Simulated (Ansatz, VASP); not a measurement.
# Ru (Ruthenium) in two plane-wave programs

Wanted: the spread between two codes on one cell, functional and k mesh. The cell is taken from a series of runs on this material, whose earlier steps may have relaxed, scaled, displaced or heated it; both programs get it as it stands.

Method: plane waves, with VASP 6.6.1 beside it; zone-centre phonons at LDA, in Ansatz 0.2.0.

**1. The structure**

Symmetry: P6_3/mmc, No. 194, hexagonal system. The conventional cell has a = 2.702 Å, b = 2.702 Å, c = 4.200 Å, α = 90.00°, β = 90.00°, γ = 120.00°. Nearest to Ru lie 12 Ru at 2.62 to 2.70 Å.

**2. Ansatz: zone-centre phonons, LDA**

Ansatz runs on its PAW soft_1 files.

Second derivatives magnify differences that forces hide, and they need a tight electronic threshold.

Contents of input.yaml:

```yaml
crystal:
  lattice:
    - [2.7016534664, 0.0, 0.0]
    - [-1.3508267332, 2.3397005341, 0.0]
    - [0.0, 0.0, 4.2000872774]
  atoms:
    - { symbol: Ru, position: [0.3333333333, 0.6666666667, 0.25] }
    - { symbol: Ru, position: [0.6666666667, 0.3333333333, 0.75] }
kpoints:
  mp_grid: { grid: [18, 18, 12] }
hamiltonian:
  xc: lda
  pseudopotentials: { kind: paw, azcp: { folder: soft_1 }, xc_functional: pbe }
scf:
  occupations: { method: methfessel_paxton, width: 0.2 }
output:
  eigenvalues: true
phonons:
  method: dfpt
```

On the command line:

```bash
$ ansatz run input.yaml --threads 4 --pin off --max-ram 10240MiB --backend cpu --events-out ev --progress --plain --runs-dir out
```

Numbers of over 12 decimals in the logs are rounded to 6 here.

What it wrote:

```text
zone centre: on kpoints.mp_grid the ground state, and the responses unless they are solved on pairs of k-points, stand on 637 of the mesh's 3888 k-points, reduced under 4 symmetry operations, with k and −k counted as one. Each operation leaves every solved displacement unchanged or reverses it
Engine: ansatz 0.2.0, aarch64-unknown-linux-gnu
Pseudopotentials: kind: paw
Pseudopotential: Ru, paw, valence charge 16, recommended cutoff 420 eV (normal), soft_1/Ru.paw.azcp
Functional definition: SPW92
  exchange = slater_x
  correlation = pw_c
Crystal: 2 atoms, lattice volume = 26.549 Å³
Basis set: ecut = 420 eV, 537 PW (Γ), exchange–correlation on 40×40×60 points (8 copies of the dense FFT grid, shifted against one another)
Bands: 20, of which v1, the nominal top of the filled ones, is band 16 counted from 1 (15 counted from 0)
Symmetry: 24 space group operations
k-points: 637 of 3888 (irreducible under 4 space group operations, time reversal used)
Non-local potential: Ru, projectors of the file, l = 0: 3, l = 1: 2, l = 2: 2, l = 3: 1
PAW form: soft (Blöchl's): semilocal exchange-correlation on the pseudo side does not see the compensation charge
PAW frozen core: Ru, regenerated for the run's functional, and the local potential with it (the file was generated under x = pbe(κ = 0.804, μ = 0.219515), c = pbe(β = 0.066725))
PAW one-centre angular grid: Ru, 590 points (default); XC on 64 Gauss nodes
Initial density: superposition of atomic densities (chi_scale 0.1, normalization cell)
Initial wavefunctions: pseudopotential atomic-orbital guess
Functional: x = slater, c = lda
SCF iter   1: F=—  HF=-11518.157217 eV  |F-HF|=—  |Δ(HF+E_count)|=         —  Δρ=1.31e-1  dr2=4.31e0  ethr=3.10e-3  ⟨swp⟩=5.1  Hψ=111666  notcnv=0  defer=59
automatic band count: the SCF goes on with 24 bands, as 20 were too few: they end inside the smearing window of the response
preconditioner: auto → none  [metal: Δε(μ)=0.023 eV  Ē_g=11.760 eV  σ=0.200 eV  W_gap=0.10  n_scr=8 (ndim 8)  ℏωp=28.8 eV  f_vac=0.000  D(μ)=1.46/eV (n_scr^D=22)  sad-step TF]
SCF iter   2: F=—  HF=-11517.116116 eV  |F-HF|=—  |Δ(HF+E_count)|=    1.04e0  S|Δr|=    0.00e0  Δρ=7.37e-2  dr2=1.35e0  ethr=3.10e-3  ⟨swp⟩=2.8  Hψ=29502  notcnv=0  defer=1780
SCF iter   3: F=—  HF=-11516.651355 eV  |F-HF|=—  |Δ(HF+E_count)|=   4.65e-1  S|Δr|=    0.00e0  Δρ=3.43e-3  dr2=1.43e-3  ethr=3.10e-3  ⟨swp⟩=2.0  Hψ=21777  notcnv=0  defer=1780
SCF iter   4: F=—  HF=-11516.652616 eV  |F-HF|=—  |Δ(HF+E_count)|=   1.26e-3  S|Δr|=    0.00e0  Δρ=3.77e-4  dr2=1.46e-5  ethr=4.46e-6  ⟨swp⟩=2.4  Hψ=30096  notcnv=0  defer=1653
SCF iter   5: F=—  HF=-11516.652629 eV  |F-HF|=—  |Δ(HF+E_count)|=   1.35e-5  S|Δr|=    0.00e0  Δρ=8.93e-5  dr2=1.11e-6  ethr=4.57e-8  ⟨swp⟩=2.3  Hψ=22832  notcnv=0  defer=1653
SCF iter   6: F=—  HF=-11516.652629 eV  |F-HF|=—  |Δ(HF+E_count)|=   5.03e-7  S|Δr|=    0.00e0  Δρ=2.00e-5  dr2=5.13e-8  ethr=3.47e-9  ⟨swp⟩=2.6  Hψ=24182  notcnv=0  defer=1653
SCF iter   7: F=—  HF=-11516.652629 eV  |F-HF|=—  |Δ(HF+E_count)|=   2.26e-8  S|Δr|=    0.00e0  Δρ=1.45e-6  dr2=3.55e-10  ethr=1.60e-10  ⟨swp⟩=2.2  Hψ=23712  notcnv=0  defer=1653
SCF iter   8: F=-11516.652629 eV  HF=-11516.652629 eV  |F-HF|=0.00e0  |Δ(HF+E_count)|=  7.09e-11  S|Δr|=    0.00e0  Δρ=1.17e-7  dr2=2.43e-12  ethr=1.00e-12  ⟨swp⟩=11.0  Hψ=82401  notcnv=0
SCF 1 converged in 8 iterations: F = -11516.652629 eV  dr2 = 2.43e-12
  greatest PAW one-centre occupation: 1.000 electrons in one spin orbital (limit 2), on the Ru atom at site 1 (counted from 0), in its partial waves of l = 0
DFPT response loops at Γ: preconditioner auto → Kerker (q_TF=auto, 2.815 Å⁻¹) (partly filled bands, converged f_vac=0.000); β = 1.00, the filter's whole step (`scf.mixing.beta` (0.50) is not read by the response loops under this deck's `scf.mixing.preconditioner`; to damp them name `kerker` or `kerker_dos`, under which they read `scf.mixing.beta`, and type it under 1.00, their step now; both keys bind the ground state too); Broyden in place of MSR1
SCF converged after 8 iterations
Stability not checked: this state was not tested for a lower state beside it, because cold or Methfessel-Paxton smearing, or corrected tetrahedra, fill the levels in a way that the test cannot read (fill_not_monotonic; see scf.lower_state_search)
Free energy (F): -11516.652629 eV
Harris-Foulkes:  -11516.652629 eV  (|F-HF|=0.00e0)
Internal energy: -11516.652922 eV  (E = F + TS)
E sigma→0 (E₀):  -11516.652702 eV
Entropy (-TS):   0.000293 eV (0.147 meV/atom)
Fermi energy:    23.670100 eV
--- Per-component energies (eV) ---
  E_band       = -102.276036
  E_kinetic    = 922.550095
  E_local      = -2504.440050  (includes V_loc(G=0)·N_el)
  E_nonlocal   = 835.931598
  E_hartree    = 826.149510
  E_xc         = -339.326280
  E_vxc        = -430.662584  (∫ρ·V_xc dr)
  E_paw        = -6763.698234  (= ΣΔE_a)
  E_vpaw       = -577.955284  (= ΣTr[D̂ρ^β])
  E_aug_tail   = 0.001080  (compensation charges beyond the density's cutoff)
  E_ewald      = -4494.964009
  E_core_change = 1.143369  (= ΣΔE_core)
  E_smearing   = 0.000293  (= −TS)
  E_closure    = -0.000000  (closes the sum)
  Σ components = -11516.652629   (vs F -11516.652629, Δ=0.00e0)
--- Band table (eV; the first three rows and the last of 637) ---
  k-point 0: bands = [... 12 lower, 21.3164, 21.6962, 21.6962, 22.0798, 22.0798, 24.8974, 24.8974, 25.1742, ... 4 higher]
  k-point 1: bands = [... 12 lower, 21.2722, 21.6410, 21.6410, 22.2127, 22.2127, 24.8939, 24.9089, 24.9089, ... 4 higher]
  k-point 2: bands = [... 12 lower, 21.1492, 21.4925, 21.4925, 22.5374, 22.5374, 24.1709, 24.9239, 24.9239, ... 4 higher]
  k-point 636: bands = [... 12 lower, 20.9399, 20.9399, 22.2585, 22.2585, 25.3609, 25.3609, 28.8122, 28.8122, ... 4 higher]
--- Phonons (Γ-DFPT): 2 representative perturbations + reference, on 637 of 3888 k-points (Σ response iterations 6) ---
  k mesh reduced under 4 symmetry operations, with k and −k counted as one. Each operation leaves every solved displacement unchanged or reverses it
  ASR residual: 9.938e-5 → 0.000e0 eV/Å²; symmetrization residual: 3.872e-13 eV/Å²
  ASR residual per site (eV/Å²): 9.94e-5 9.94e-5
  Γ frequencies (cm⁻¹): 0.00 0.00 0.00 210.86 210.86 278.44
  non-analytic LO–TO correction: not included (Born effective charges unavailable; polar crystals: no LO–TO splitting at Γ)
```

**3. VASP: zone-centre phonons, LDA**

The same cell, functional (in two slightly different forms), mesh and smearing now go to VASP, with its own data sets.

Lines of VASP's logs that name or quote its potential files are left out, and so is its time.

Contents of INCAR:

```
SYSTEM = Ru
PREC = Accurate
ENCUT = 500
EDIFF = 1E-08
NELM = 120
ISMEAR = 1
SIGMA = 0.2
LREAL = .FALSE.
ALGO = Normal
GGA = PW92
NBANDS = 20
LASPH = .TRUE.
LORBIT = 11
LWAVE = .FALSE.
LCHARG = .FALSE.
ISIF = 2
IBRION = 8
GGA_COMPAT = .FALSE.
KPAR = 2
```

Contents of POSCAR:

```
Ru
1.0
    2.7016534664      0.0000000000      0.0000000000
   -1.3508267332      2.3397005341      0.0000000000
    0.0000000000      0.0000000000      4.2000872774
Ru
2
Direct
    0.3333333334      0.6666666668      0.2500000000
    0.6666666668      0.3333333334      0.7500000000
```

Contents of KPOINTS:

```
Automatic mesh
0
Gamma
18 18 12
0 0 0
```

The projector-augmented-wave data sets are Ru_pv (LDA family, release 64).

On the command line:

```bash
$ mpirun -np 2 vasp_std
```

What it wrote:

```text
[banner, memory and clock lines left out]
running    2 mpi-ranks, on    1 nodes
 distrk:  each k-point on    1 cores,    2 groups
 distr:  one band on    1 cores,    1 groups

 POSCAR found type information on POSCAR Ru
 POSCAR found :  1 types and       2 ions
|                                                                             |
|               ----> ADVICE to this user running VASP <----                  |
|                                                                             |
|     You enforced a specific xc type in the INCAR file but a different       |
|     [... a line on the potential file left out ...]
|     I HOPE YOU KNOW WHAT YOU ARE DOING!                                     |
|                                                                             |

 LDA part: xc-table for (Slater(with rela. corr.)+PW92), standard interpolation
 POSCAR, INCAR and KPOINTS ok, starting setup
 FFT: planning ... GRIDC
 FFT: planning ... GRID_SOFT
 FFT: planning ... GRID
 WAVECAR not read
 entering main loop
       N       E                     dE             d eps       ncg     rms          rms(c)
DAV:   1     0.282672362325E+03    0.28267E+03   -0.17349E+04 10368   0.152E+03
DAV:   2    -0.166996484956E+02   -0.29937E+03   -0.29084E+03 10644   0.458E+02
DAV:   3    -0.227761048121E+02   -0.60765E+01   -0.60299E+01 11780   0.728E+01
DAV:   4    -0.228251692284E+02   -0.49064E-01   -0.49012E-01 13368   0.612E+00
DAV:   5    -0.228258654794E+02   -0.69625E-03   -0.69319E-03 11540   0.636E-01    0.194E+01
DAV:   6    -0.214672573316E+02    0.13586E+01   -0.32007E+00 11864   0.177E+01    0.521E+00
DAV:   7    -0.213826937797E+02    0.84564E-01   -0.48435E-01 11744   0.499E+00    0.115E+00
DAV:   8    -0.213726404601E+02    0.10053E-01   -0.24981E-02 11608   0.133E+00    0.326E-01
DAV:   9    -0.213719800799E+02    0.66038E-03   -0.12025E-03 11788   0.386E-01    0.312E-02
DAV:  10    -0.213719978932E+02   -0.17813E-04   -0.10723E-04 11708   0.106E-01    0.234E-02
DAV:  11    -0.213719955612E+02    0.23319E-05   -0.17686E-05 11604   0.409E-02    0.126E-03
DAV:  12    -0.213719955267E+02    0.34544E-07   -0.25087E-07 12068   0.459E-03    0.119E-03
DAV:  13    -0.213719955218E+02    0.48540E-08   -0.55508E-09  7480   0.730E-04
   1 F= -.21371996E+02 E0= -.21372091E+02  d E =0.286005E-03
 Linear response reoptimize wavefunctions to high precision
DAV:   1    -0.213719955265E+02   -0.47171E-08   -0.66265E-10  7196   0.266E-04
DAV:   2    -0.213719955266E+02   -0.81855E-11   -0.48363E-11  6796   0.785E-05
 Linear response DOF=           2
 Linear response progress:
  Degree of freedom:   1/  2
       N       E                     dE             d eps       ncg     rms          rms(c)
RMM:   1    -0.506285867619E+00   -0.50629E+00    0.33772E+00 46347   0.594E+01
RMM:   2    -0.608217954334E+00   -0.10193E+00   -0.11826E-01 63591   0.290E+00    0.141E-01
RMM:   3    -0.607077143675E+00    0.11408E-02   -0.33434E-03 72798   0.493E-01    0.639E-02
RMM:   4    -0.605922154360E+00    0.11550E-02   -0.44142E-04 73048   0.168E-01    0.237E-02
RMM:   5    -0.605764112434E+00    0.15804E-03   -0.44013E-05 88288   0.428E-02    0.988E-03
RMM:   6    -0.605686263752E+00    0.77849E-04   -0.48220E-05 77589   0.128E-02    0.569E-03
RMM:   7    -0.605680667859E+00    0.55959E-05   -0.34929E-05 77587   0.740E-03    0.721E-04
RMM:   8    -0.605699099794E+00   -0.18432E-04   -0.19092E-05 94805   0.255E-03    0.333E-04
RMM:   9    -0.605707041815E+00   -0.79420E-05   -0.13991E-05 86147   0.120E-03    0.688E-05
RMM:  10    -0.605707493183E+00   -0.45137E-06   -0.75933E-06 99234   0.741E-04    0.197E-05
RMM:  11    -0.605707842239E+00   -0.34906E-06   -0.42255E-06 86803   0.534E-04    0.848E-06
RMM:  12    -0.605707882017E+00   -0.39778E-07   -0.26241E-06 94248   0.438E-04    0.439E-06
RMM:  13    -0.605707858494E+00    0.23523E-07   -0.18364E-06100596   0.387E-04    0.144E-06
RMM:  14    -0.605707896911E+00   -0.38417E-07   -0.13445E-06 92447   0.360E-04    0.898E-07
[...]
RMM:  23    -0.605707939988E+00    0.91485E-09   -0.47043E-07 64212   0.320E-04    0.194E-07
RMM:  24    -0.605707940059E+00   -0.70992E-10   -0.47145E-07 63819   0.320E-04    0.195E-07
RMM:  25    -0.605707938107E+00    0.19530E-08   -0.45071E-07 63542   0.320E-04    0.296E-07
RMM:  26    -0.605707936135E+00    0.19718E-08   -0.45654E-07 63393   0.320E-04    0.395E-07
RMM:  27    -0.605707935568E+00    0.56696E-09   -0.43044E-07 62717   0.320E-04    0.431E-07
RMM:  28    -0.605707935707E+00   -0.13905E-09   -0.44992E-07 62300   0.320E-04    0.449E-07
RMM:  29    -0.605707935487E+00    0.21996E-09   -0.41949E-07 62097   0.320E-04    0.479E-07
RMM:  30    -0.605707935674E+00   -0.18755E-09   -0.44293E-07 61752   0.320E-04    0.487E-07
 first order change of Fermi-energy   0.33873E-07
 force on displaced ion       1 direction 1 :  -8.279   0.001   0.000
 Linear response progress:
  Degree of freedom:   2/  2
       N       E                     dE             d eps       ncg     rms          rms(c)
RMM:   1    -0.617544510022E+00   -0.61754E+00    0.38478E+00 15978   0.601E+01
RMM:   2    -0.731765821267E+00   -0.11422E+00   -0.13320E-01 22059   0.302E+00    0.143E-01
RMM:   3    -0.731564926868E+00    0.20089E-03   -0.12912E-03 25233   0.465E-01    0.721E-02
RMM:   4    -0.731017068545E+00    0.54786E-03   -0.33440E-04 24759   0.163E-01    0.211E-02
RMM:   5    -0.730861690021E+00    0.15538E-03    0.34748E-04 29547   0.508E-02    0.131E-02
RMM:   6    -0.730814483824E+00    0.47206E-04    0.18000E-05 26623   0.154E-02    0.766E-03
RMM:   7    -0.730794115784E+00    0.20368E-04    0.21331E-05 25798   0.925E-03    0.282E-03
RMM:   8    -0.730788375619E+00    0.57402E-05    0.29284E-05 27062   0.409E-03    0.661E-04
RMM:   9    -0.730797055517E+00   -0.86799E-05    0.10612E-05 28142   0.209E-03    0.107E-04
RMM:  10    -0.730797952824E+00   -0.89731E-06    0.12194E-05 30939   0.108E-03    0.585E-05
RMM:  11    -0.730799421889E+00   -0.14691E-05    0.63496E-06 30366   0.591E-04    0.131E-05
RMM:  12    -0.730800025965E+00   -0.60408E-06   -0.70405E-07 30239   0.468E-04    0.686E-06
RMM:  13    -0.730799693622E+00    0.33234E-06    0.33205E-06 30462   0.404E-04    0.156E-06
RMM:  14    -0.730799959398E+00   -0.26578E-06    0.42720E-07 33872   0.364E-04    0.124E-06
RMM:  15    -0.730799993499E+00   -0.34101E-07    0.14604E-07 31639   0.344E-04    0.814E-07
RMM:  16    -0.730799946579E+00    0.46920E-07    0.65259E-07 31962   0.332E-04    0.402E-07
RMM:  17    -0.730799990924E+00   -0.44345E-07    0.10291E-07 30604   0.323E-04    0.428E-07
RMM:  18    -0.730799951973E+00    0.38950E-07    0.57791E-07 28213   0.318E-04    0.381E-07
RMM:  19    -0.730800011607E+00   -0.59633E-07   -0.55496E-08 21724   0.315E-04    0.743E-07
RMM:  20    -0.730799992386E+00    0.19221E-07    0.48421E-08 22844   0.313E-04    0.105E-06
RMM:  21    -0.730799986956E+00    0.54302E-08    0.78845E-08 21904   0.312E-04    0.128E-06
 first order change of Fermi-energy   0.92883E-04
 force on displaced ion       1 direction 3 :   0.000  -0.000 -14.585
 Linear response finished
```

(Part 1 of 2 ends here.)

[Lines on the potential files, build, host, timing and source positions are cut from VASP's logs without a mark.]

[Logs are printed without paths, hosts, clocks, repeated set-up lines and the standing remarks that a program may print on its own settings, such as how far it seeks lower states.]

[Hosts, paths, dates, database ids (printed as entryN), source tags and the programs' standing remarks are cut or masked in the printed files.]
